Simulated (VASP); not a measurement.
A VASP calculation is set up with these files.

**POSCAR**
```
MoS2
1
    1.5954871218    -2.7634644744     0.0000000000
    1.5954871218     2.7634644744    -0.0000000000
    0.0000000000    -0.0000000000    14.5905221921
Mo S
2 4
Direct
  0.3333330000   0.6666670000   0.2500000000
  0.6666670000   0.3333330000   0.7500000000
  0.3333330000   0.6666670000   0.8570734458
  0.6666670000   0.3333330000   0.3570734458
  0.6666670000   0.3333330000   0.1429265542
  0.3333330000   0.6666670000   0.6429265542
```

File KPOINTS:
```
Automatic
0
G
  9 9 2
0 0 0
```

INCAR:
```
# general
SYSTEM  = MoS2
PREC    = Accurate
ENCUT   = 520   # plane-wave cut-off (eV)
LREAL   = .FALSE.
LASPH   = .TRUE.   # aspherical one-centre terms

# electronic loop
EDIFF   = 1E-7   # SCF stop (eV)
NELM    = 100   # most electronic steps
ALGO    = Normal   # blocked Davidson
LMAXMIX = 4   # l cut-off of mixed one-centre charges

# smearing
ISMEAR  = -5   # tetrahedra, Bloechl

# functional
GGA     = 91

# ions
ISIF    = 2   # forces and stress, cell fixed

# output
LWAVE   = .FALSE.
LCHARG  = .TRUE.
LORBIT  = 11   # lm-projected
NEDOS   = 601

# other
LEFG    = .TRUE.
```

POTCAR, in this order: Mo_sv S (PBE.64 set). Program: vasp_std.

**Question.** Write an equivalent input for Quantum ESPRESSO's pw.x.

**Answer.** One equivalent input (not run):
```
&CONTROL
  calculation = 'scf'
  pseudo_dir = './pseudo'
  outdir = './out'
  tprnfor = .true.
  tstress = .true.
/
&SYSTEM
  ibrav = 0
  nat = 6
  ntyp = 2
  ecutwfc = 80
  occupations = 'tetrahedra'
  input_dft = 'pw91'
/
&ELECTRONS
  conv_thr = 7.3e-09
  electron_maxstep = 100
/
ATOMIC_SPECIES
  Mo 95.950 Mo.upf
  S 32.060 S.upf
CELL_PARAMETERS angstrom
     1.5954871   -2.7634645    0.0000000
     1.5954871    2.7634645   -0.0000000
     0.0000000   -0.0000000   14.5905222
ATOMIC_POSITIONS crystal
  Mo   0.3333330  0.6666670  0.2500000
  Mo   0.6666670  0.3333330  0.7500000
  S    0.3333330  0.6666670  0.8570734
  S    0.6666670  0.3333330  0.3570734
  S    0.6666670  0.3333330  0.1429266
  S    0.3333330  0.6666670  0.6429266
K_POINTS automatic
  9 9 2 0 0 0
```
The two are equivalent in intent, not identical: the potentials are each code's own (VASP's PAW set, PseudoDojo norm-conserving files in pw.x), so ENCUT and ecutwfc are chosen apart and not converted; conv_thr bounds pw.x's estimated SCF error, while EDIFF bounds the energy change between steps; the field gradients of LEFG aren't asked of the other code.

The compound is MoS2 in the 2H layered structure. It was relaxed first, which changed the volume by +21 %.
